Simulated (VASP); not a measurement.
Method: PBE GGA, VASP's PBE PAW potentials (set 64) (plane waves; VASP).

Input for VASP

POSCAR:
```
C
2.5726950
  0.0000000000   0.7071067499   0.7071067499
  0.7071067499   0.0000000000   0.7071067499
  0.7071067499   0.7071067499   0.0000000000
C
2
direct
  0.0000000000   0.0000000000   0.0000000000
  0.2500000000   0.2500000000   0.2500000000
```

### KPOINTS
```
K-points
0
gamma
 11 11 11
```

INCAR:
```
SYSTEM  =  C
PREC  =  Accurate; ENCUT  =  520; LREAL  =  .FALSE.
LASPH  =  .TRUE.
EDIFF  =  1E-6; NELM  =  100; ALGO  =  Normal
ISMEAR  =  0; SIGMA  =  0.05
GGA  =  PE
ISIF  =  2
LWAVE  =  .FALSE.; LCHARG  =  .FALSE.
```

POTCAR, in this order: C (PBE.64 set). Program: vasp_std.

What VASP printed:

### OSZICAR
```
       N       E                     dE             d eps       ncg     rms          rms(c)
DAV:   1     0.115072231469E+01    0.11507E+01   -0.49673E+03   928   0.977E+02
DAV:   2    -0.185206679655E+02   -0.19671E+02   -0.18706E+02  1384   0.114E+02
DAV:   3    -0.186717326083E+02   -0.15106E+00   -0.15106E+00   992   0.131E+01
DAV:   4    -0.186719493607E+02   -0.21675E-03   -0.21675E-03  1248   0.531E-01
DAV:   5    -0.186719495297E+02   -0.16905E-06   -0.16905E-06   976   0.894E-03    0.514E+00
DAV:   6    -0.182752715805E+02    0.39668E+00   -0.30594E-01   928   0.436E+00    0.308E+00
DAV:   7    -0.181416655775E+02    0.13361E+00   -0.34298E-01  1072   0.471E+00    0.673E-01
DAV:   8    -0.181428694565E+02   -0.12039E-02   -0.18065E-03   960   0.478E-01    0.443E-02
DAV:   9    -0.181428935740E+02   -0.24117E-04   -0.12845E-04  1296   0.999E-02    0.267E-02
DAV:  10    -0.181429067201E+02   -0.13146E-04   -0.15012E-05   912   0.443E-02    0.556E-03
DAV:  11    -0.181429065796E+02    0.14049E-06   -0.41969E-08   704   0.218E-03
   1 F= -.18142907E+02 E0= -.18142907E+02  d E =-.667891E-22
```

**OUTCAR**
```
------------------------ aborting loop because EDIFF is reached ----------------------------------------
  FORCE on cell =-STRESS in cart. coord.  units (eV):
  Direction    XX          YY          ZZ          XY          YZ          ZX
  --------------------------------------------------------------------------------------
  Total       -1.5951752     -1.5951752     -1.5951752      0.0000000      0.0000000     -0.0000000
  in kB     -212.2604751   -212.2604751   -212.2604751      0.0000000      0.0000000     -0.0000000
  external PRESSURE =    -212.2604751 kB  Pullay stress =       0.0000000 kB
  volume of cell :       12.04
      direct lattice vectors                 reciprocal lattice vectors
     0.000000000  1.819170000  1.819170000    -0.274850619  0.274850619  0.274850619
     1.819170000  0.000000000  1.819170000     0.274850619 -0.274850619  0.274850619
     1.819170000  1.819170000  0.000000000     0.274850619  0.274850619 -0.274850619
 POSITION                                       TOTAL-FORCE (eV/Angst)
 -----------------------------------------------------------------------------------
      0.00000      0.00000      0.00000        -0.000000     -0.000000     -0.000000
      0.90958      0.90958      0.90958         0.000000      0.000000      0.000000
 -----------------------------------------------------------------------------------
    total drift:                                0.000000      0.000000      0.000000
  FREE ENERGIE OF THE ION-ELECTRON SYSTEM (eV)
  ---------------------------------------------------
  free  energy   TOTEN  =       -18.1429065796 eV

  energy  without entropy=      -18.1429065796  energy(sigma->0) =      -18.14290658
```
(Selected blocks of OUTCAR.)

OUTCAR:
```
 val. band max:        8.8862098889   @ k =   0.0000   0.0000   0.0000

 cond. band min:      12.8847515334   @ k =   0.3636   0.3636   0.0000


 Fermi energy:         9.2079130122

 k-point     1 :       0.0000    0.0000    0.0000
  band No.  band energies     occupation
      1     -11.8061      2.00000
      2       8.8862      2.00000
      3       8.8862      2.00000
      4       8.8862      2.00000
      5      14.3125      0.00000
      6      14.3125      0.00000
      7      14.3125      0.00000
      8      20.8788      0.00000

 k-point     2 :       0.0909    0.0000    0.0000
  band No.  band energies     occupation
      1     -11.5865      2.00000
      2       7.5255      2.00000
      3       8.5334      2.00000
      4       8.5334      2.00000
      5      14.7758      0.00000
      6      14.7758      0.00000
      7      15.0499      0.00000
      8      21.1252      0.00000

 k-point     3 :       0.1818    0.0000    0.0000
  band No.  band energies     occupation
      1     -10.9314      2.00000
      2       4.8033      2.00000
      3       7.7958      2.00000
      4       7.7958      2.00000
      5      15.7403      0.00000
      6      15.7403      0.00000
      7      16.0303      0.00000
      8      21.8381      0.00000

 k-point     4 :       0.2727    0.0000    0.0000
  band No.  band energies     occupation
      1      -9.8548      2.00000
      2       1.8287      2.00000
      3       7.0744      2.00000
      4       7.0744      2.00000
      5      16.5683      0.00000
      6      16.5683      0.00000
      7      16.5801      0.00000
      8      22.7965      0.00000

 k-point     5 :       0.3636    0.0000    0.0000
  band No.  band energies     occupation
      1      -8.3978      2.00000
      2      -1.0044      2.00000
      3       6.5457      2.00000
      4       6.5457      2.00000
      5      16.8313      0.00000
      6      16.9771      0.00000
      7      16.9771      0.00000
...
```

The compound is C in the diamond structure. The cell was not relaxed at this level.
